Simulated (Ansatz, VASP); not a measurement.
**CeCl in two plane-wave programs**

Aim: how closely do two programs agree when they are given the same cell, functional and k mesh? The cell is invented: As first built, before any earlier steps moved the atoms (in the runner's words): it takes the SmI structure with all of its atoms replaced by other elements, volume scaled by an estimate. It may not be a known or stable phase. The cell is taken from a series of VASP runs on this material, whose earlier steps may have relaxed, scaled or displaced it; both programs get it as it stands. Other levels of theory on this material are compared in a session of their own.

Program: Ansatz 0.2.0. Level of theory: plane waves, with VASP 6.6.1 beside it; band structure at PBE, band structure at PBEsol and band structure at BLYP. Results are calculated unless marked as measured.

In doubt: a part-filled 4f shell, where there is one, can sit in one of many states, so energies may not be the lowest and differences between runs may mislead; derivatives with an open 4f shell can jump between states, which bears on forces and vibrations.

### Step 1. Set-up

Symmetry: P-6m2, No. 187, hexagonal system. The conventional cell has a = 3.511 Å, b = 3.511 Å, c = 4.466 Å, α = 90.00°, β = 90.00°, γ = 120.00°. Nearest to Ce lie 6 Cl at 3.02 Å. Cl has 6 Ce at 3.02 Å nearest. As first built, before any earlier steps moved the atoms (in the runner's words): sites of the SmI structure (space group 187) filled with other elements, volume scaled by an estimate. Farther neighbours and most contacts between anions are not listed.

### Step 2. Ansatz: band structure, PBE

Ansatz runs on its default PAW (the set named soft_2) files.

With cell and atoms fixed, the geometry can't cause a difference; cores, projectors, grids and the points listed under the comparison can.

Contents of input.yaml:

```yaml
crystal:
  lattice:
    - [3.5112017137, 0.0, 0.0]
    - [-1.7556008568, 3.0407899283, 0.0]
    - [0.0, 0.0, 4.4659431166]
  atoms:
    - { symbol: Ce, position: [0.0, 0.0, 0.0], spin: 1.0 }
    - { symbol: Cl, position: [0.33333333, 0.66666667, 0.5] }
hamiltonian:
  xc: pbe
  pseudopotentials: { kind: paw }
magnetization:
  spin_polarized: true
kpoints:
  mp_grid: { grid: [5, 5, 3] }
  band_path:
    path:
      - [0.0, 0.0, 0.0]
      - [0.13333, 0.0, 0.0]
      - [0.3, 0.0, 0.0]
      - [0.46667, 0.0, 0.0]
      - [0.46667, 0.06667, 0.0]
      - [0.41111, 0.17778, 0.0]
      - [0.35556, 0.28889, 0.0]
      - [0.28889, 0.28889, 0.0]
      - [0.17778, 0.17778, 0.0]
      - [0.06667, 0.06667, 0.0]
      - [0.0, 0.0, 0.03333]
      - [0.0, 0.0, 0.2]
      - [0.0, 0.0, 0.36667]
      - [0.0, 0.0, 0.5]
      - [0.16667, 0.0, 0.5]
      - [0.3, 0.0, 0.5]
      - [0.46667, 0.0, 0.5]
      - [0.46667, 0.06667, 0.5]
      - [0.41111, 0.17778, 0.5]
      - [0.35556, 0.28889, 0.5]
      - [0.28889, 0.28889, 0.5]
      - [0.17778, 0.17778, 0.5]
      - [0.06667, 0.06667, 0.5]
      - [0.5, 0.0, 0.46667]
      - [0.5, 0.0, 0.3]
      - [0.5, 0.0, 0.13333]
      - [0.33333, 0.33333, 0.0]
      - [0.33333, 0.33333, 0.16667]
      - [0.33333, 0.33333, 0.33333]
      - [0.33333, 0.33333, 0.5]
    npoints: 1
scf:
  occupations: { method: gaussian, width: 0.02 }
  n_extra_bands: 9
output:
  forces: true
  stress: true
  eigenvalues: true
```

Launch:

```console
$ ansatz run input.yaml --threads 2 --pin off --max-ram 4608MiB --backend cpu --events-out ev --progress --plain --runs-dir out
```

Numbers of over 12 decimals in the logs are rounded to 6 here.

The log of the run:

```text
scf.n_extra_bands = 9 over 10 filled bands (N_el = 19.0): the run solves 19 bands
Engine: ansatz 0.2.0, aarch64-unknown-linux-gnu
Pseudopotentials: kind: paw
Pseudopotential: Ce, paw, valence charge 12, recommended cutoff 420 eV (normal), Ce.paw.azcp
Pseudopotential: Cl, paw, valence charge 7, recommended cutoff 420 eV (normal), Cl.paw.azcp
Functional definition: PBE
  parameter kappa = 0.804
  parameter beta = 0.066725
  exchange = pbe_x(kappa = kappa, mu = beta*pi^2/3)
  correlation = pbe_c(beta = beta)
Crystal: 2 atoms, lattice volume = 47.682 Å³
Basis set: ecut = 420 eV, 945 PW (Γ), exchange–correlation on 48×48×60 points (8 copies of the dense FFT grid, shifted against one another)
Bands: 19, of which v1, the nominal top of the filled ones, is band 10 counted from 1 (9 counted from 0)
Symmetry: 12 space group operations
Space group: P-6m2 (ITA 187), of the structure as read, at distance tolerance 3.6e-5 Å
Magnetic group: BNS 187.209 (UNI 1439), of the structure as read, at distance tolerance 3.6e-5 Å
k-points: 10 of 75 (time reversal used)
Non-local potential: Ce, projectors of the file, l = 0: 3, l = 1: 2, l = 2: 2, l = 3: 3
Non-local potential: Cl, projectors of the file, l = 0: 2, l = 1: 2, l = 2: 2
PAW form: soft (Blöchl's): semilocal exchange-correlation on the pseudo side does not see the compensation charge
PAW one-centre angular grid: Ce, 590 points (default); XC on 64 Gauss nodes
PAW one-centre angular grid: Cl, 110 points (default); XC on 64 Gauss nodes
Initial density: superposition of atomic densities (chi_scale 0.1, normalization cell, long waves kept (reshape's long-wave potential 0.00 eV rms))
Starting moments: Σ|m| = 1 μB on 1 of 2 sites
Initial wavefunctions: pseudopotential atomic-orbital guess
Functional: x = pbe(κ = 0.804, μ = 0.219515), c = pbe(β = 0.066725)
SCF iter   1: F=—  HF=-7661.049244 eV  |F-HF|=—  |Δ(HF+E_count)|=         —  Δρ=8.29e-2 (↑8.01e-2 ↓8.29e-2)  dr2=1.10e1  dr2_m=3.95e-1  M=0.194 μB ∫|m|=0.220 μB  β_m=0.30  ethr=3.10e-3  ⟨swp⟩=5.8  Hψ=1847  notcnv=0
Mixer restart at iter 1: flushing history
preconditioner: auto → none  [metal: Δε(μ)=0.024 eV  Ē_g=11.095 eV  σ=0.020 eV  W_gap=0.47  n_scr=8 (ndim 8)  ℏωp=22.2 eV  f_vac=0.001  D(μ)=6.12/eV (n_scr^D=96)  sad-step TF]
SCF iter   2: F=—  HF=-7659.316724 eV  |F-HF|=—  |Δ(HF+E_count)|=    1.73e0  Δρ=5.70e-2 (↑5.26e-2 ↓5.70e-2)  dr2=5.12e0  dr2_m=1.91e-1  M=0.195 μB ∫|m|=0.213 μB  β_m=0.59  ethr=3.10e-3  ⟨swp⟩=3.8  Hψ=931  notcnv=0  defer=35
SCF iter   3: F=—  HF=-7657.620612 eV  |F-HF|=—  |Δ(HF+E_count)|=    1.70e0  Δρ=1.98e-2 (↑1.98e-2 ↓1.50e-2)  dr2=1.21e-1  dr2_m=1.15e-1  M=0.528 μB ∫|m|=0.531 μB  β_m=0.63  ethr=3.10e-3  ⟨swp⟩=3.1  Hψ=939  notcnv=0  defer=42
SCF iter   4: F=—  HF=-7657.657517 eV  |F-HF|=—  |Δ(HF+E_count)|=         —  Δρ=1.02e-2 (↑1.02e-2 ↓9.45e-3)  dr2=4.96e-2  dr2_m=3.21e-2  M=0.580 μB ∫|m|=0.582 μB  β_m=0.63  ethr=6.38e-4  ⟨swp⟩=3.2  Hψ=934  notcnv=0  defer=43
Mixer restart at iter 4: flushing history
SCF iter   5: F=—  HF=-7657.665220 eV  |F-HF|=—  |Δ(HF+E_count)|=         —  Δρ=1.47e-2 (↑1.47e-2 ↓9.19e-3)  dr2=3.53e-2  dr2_m=6.04e-2  M=0.785 μB ∫|m|=0.788 μB  β_m=0.63  ethr=2.61e-4  ⟨swp⟩=2.1  Hψ=753  notcnv=0  defer=44
Mixer restart at iter 5: flushing history
SCF iter   6: F=—  HF=-7657.689803 eV  |F-HF|=—  |Δ(HF+E_count)|=   2.46e-2  Δρ=6.04e-3 (↑5.95e-3 ↓6.04e-3)  dr2=1.28e-2  dr2_m=1.38e-2  M=0.848 μB ∫|m|=0.852 μB  β_m=0.74  ethr=1.86e-4  ⟨swp⟩=3.0  Hψ=896  notcnv=0  defer=44
SCF iter   7: F=—  HF=-7657.696909 eV  |F-HF|=—  |Δ(HF+E_count)|=   7.11e-3  Δρ=6.79e-3 (↑6.79e-3 ↓2.88e-3)  dr2=2.38e-2  dr2_m=8.47e-3  M=0.925 μB ∫|m|=0.932 μB  β_m=0.81  ethr=6.72e-5  ⟨swp⟩=3.0  Hψ=854  notcnv=0  defer=43
[...]
SCF iter  14: F=—  HF=-7657.716546 eV  |F-HF|=—  |Δ(HF+E_count)|=   2.59e-6  Δρ=2.39e-5 (↑2.39e-5 ↓1.61e-5)  dr2=4.13e-7  dr2_m=8.92e-8  M=1.021 μB ∫|m|=1.033 μB  β_m=0.99  ethr=2.41e-9  ⟨swp⟩=2.0  Hψ=573  notcnv=0  defer=41
SCF iter  15: F=—  HF=-7657.716547 eV  |F-HF|=—  |Δ(HF+E_count)|=   1.02e-6  Δρ=1.49e-5 (↑1.29e-5 ↓1.49e-5)  dr2=7.19e-8  dr2_m=6.75e-8  M=1.022 μB ∫|m|=1.033 μB  β_m=0.83  ethr=2.17e-9  ⟨swp⟩=2.0  Hψ=575  notcnv=0  defer=41
SCF iter  16: F=—  HF=-7657.716547 eV  |F-HF|=—  |Δ(HF+E_count)|=   1.68e-7  Δρ=1.41e-5 (↑1.41e-5 ↓1.02e-5)  dr2=4.52e-8  dr2_m=5.91e-8  M=1.022 μB ∫|m|=1.033 μB  β_m=0.77  ethr=3.79e-10  ⟨swp⟩=2.0  Hψ=574  notcnv=0  defer=41
SCF iter  17: F=—  HF=-7657.716547 eV  |F-HF|=—  |Δ(HF+E_count)|=   1.81e-8  Δρ=5.49e-6 (↑4.67e-6 ↓5.49e-6)  dr2=2.72e-8  dr2_m=7.06e-9  M=1.022 μB ∫|m|=1.033 μB  β_m=0.86  ethr=2.38e-10  ⟨swp⟩=2.0  Hψ=575  notcnv=0  defer=41
SCF iter  18: F=—  HF=-7657.716547 eV  |F-HF|=—  |Δ(HF+E_count)|=   5.77e-8  Δρ=2.67e-6 (↑2.67e-6 ↓2.03e-6)  dr2=5.20e-9  dr2_m=1.27e-9  M=1.023 μB ∫|m|=1.034 μB  β_m=0.93  ethr=1.43e-10  ⟨swp⟩=2.0  Hψ=558  notcnv=0  defer=41
iter 19 did not close the SCF: its close was put off for a magnetic moment that had not settled (scf_convergence_deferred on its scf_iter line)
SCF iter  19: F=-7657.716547 eV  HF=-7657.716547 eV  |F-HF|=1.78e-8  |Δ(HF+E_count)|=   1.82e-8  Δρ=7.41e-6 (↑7.41e-6 ↓1.93e-6)  dr2=2.22e-8  dr2_m=7.28e-9  M=1.023 μB ∫|m|=1.034 μB  β_m=0.96  ethr=2.74e-11  ⟨swp⟩=7.9  Hψ=1997  notcnv=0
iter 20 did not close the SCF: its close was put off for a magnetic moment that had not settled (scf_convergence_deferred on its scf_iter line)
SCF iter  20: F=-7657.716547 eV  HF=-7657.716547 eV  |F-HF|=1.85e-8  |Δ(HF+E_count)|=   1.48e-9  Δρ=7.38e-6 (↑7.38e-6 ↓1.74e-6)  dr2=2.22e-8  dr2_m=7.08e-9  M=1.023 μB ∫|m|=1.034 μB  β_m=0.98  ethr=2.74e-11  ⟨swp⟩=2.0  Hψ=1003  notcnv=0
SCF iter  21: F=-7657.716547 eV  HF=-7657.716547 eV  |F-HF|=7.22e-10  |Δ(HF+E_count)|=  6.52e-10  Δρ=1.70e-6 (↑1.70e-6 ↓4.93e-7)  dr2=9.68e-10  dr2_m=4.29e-10  M=1.023 μB ∫|m|=1.034 μB  ethr=2.74e-11  ⟨swp⟩=1.4  Hψ=1033  notcnv=0
SCF 1 converged in 21 iterations: F = -7657.716547 eV  dr2 = 9.68e-10
  greatest PAW one-centre occupation: 0.980 electrons in one spin orbital (limit 2), on the Ce atom at site 0 (counted from 0), in its partial waves of l = 0
NSCF: frozen V_eff on 30 k-points
SCF converged after 21 iterations
Magnetization: 1.0230 μB (10.0115 up, 8.9885 down)
Absolute magnetization: 1.0342 μB (∫|ρ↑−ρ↓|, with the PAW one-centre terms)
Spin contamination: 0.0048 ħ² per cell (⟨S²⟩ above its minimum at these occupations)
Per-site moments (μB) at R_I (Å): [(0.820892, 1.244060), (0.00902773, 1.244060)]
Free energy (F): -7657.716547 eV
Harris-Foulkes:  -7657.716547 eV  (|F-HF|=7.22e-10)
Internal energy: -7657.714955 eV  (E = F + TS)
E sigma→0 (E₀):  -7657.715751 eV
Entropy (-TS):   -0.001592 eV (-0.796 meV/atom)
Fermi energy:    12.856916 eV
--- Per-component energies (eV) ---
  E_band       = -5.047060
  E_kinetic    = 530.902393
  E_local      = -541.250863  (includes V_loc(G=0)·N_el)
  E_nonlocal   = -6.605553
  E_hartree    = 172.106866
  E_xc         = -329.480631
  E_vxc        = -368.921695  (∫ρ·V_xc dr)
  E_paw        = -6140.346665  (= ΣΔE_a)
  E_vpaw       = 36.615354  (= ΣTr[D̂ρ^β])
  E_aug_tail   = 0.000090  (compensation charges beyond the density's cutoff)
  E_ewald      = -1343.040592
  E_smearing   = -0.001592  (= −TS)
  E_closure    = 0.000000  (closes the sum)
  Σ components = -7657.716547   (vs F -7657.716547, Δ=0.00e0)
--- Forces (eV/Å), atoms counted from 1 ---
  atom   1  Ce    -0.00000000    -0.00000000    -0.00000000
  atom   2  Cl    -0.00000000    -0.00000000    -0.00000000
  max |Σ_I F_I| component: 1.20e-16 eV/Å
--- Stress (GPa, compression-positive) ---
        0.339244       0.000000      -0.000000
        0.000000       0.339244      -0.000000
       -0.000000      -0.000000      -0.328815
  P = ⅓ Tr σ = 0.1166 GPa (1.166 kbar)
--- Band table (eV; the first three rows and the last of 20) ---
  k-point 0 ↑: bands = [... 6 lower, 7.9733, 7.9733, 10.7130, 12.5083, 12.9939, 12.9939, 13.0089, 13.2930, ... 5 higher]
  k-point 1 ↑: bands = [... 6 lower, 7.9420, 7.9420, 11.7150, 12.6082, 12.9031, 13.0964, 13.0964, 13.3487, ... 5 higher]
  k-point 2 ↑: bands = [... 6 lower, 6.8621, 7.8661, 11.6218, 12.5224, 12.9059, 13.0688, 13.1163, 13.2251, ... 5 higher]
  k-point 9 ↓: bands = [... 6 lower, 6.6498, 6.9279, 12.8349, 13.3750, 13.4494, 13.5005, 13.7373, 13.8395, ... 5 higher]
```

Wall time 8.4 s (2 threads of Arm Neoverse V1, shared host); peak memory 0.33 GiB.

Reading the cycles: dr2 is the Hartree energy of the density residual (eV), the measure of convergence; HF is the Harris–Foulkes estimate of the energy, which meets the free energy F at convergence.

(Part 1 of 3 ends here.)

[Lines on the potential files, build, host, timing and source positions are cut from VASP's logs without a mark.]

[Logs are printed without paths, hosts, clocks, repeated set-up lines and the standing remarks that a program may print on its own settings, such as how far it seeks lower states.]

[Hosts, paths, dates, database ids (printed as entryN), source tags and the programs' standing remarks are cut or masked in the printed files.]
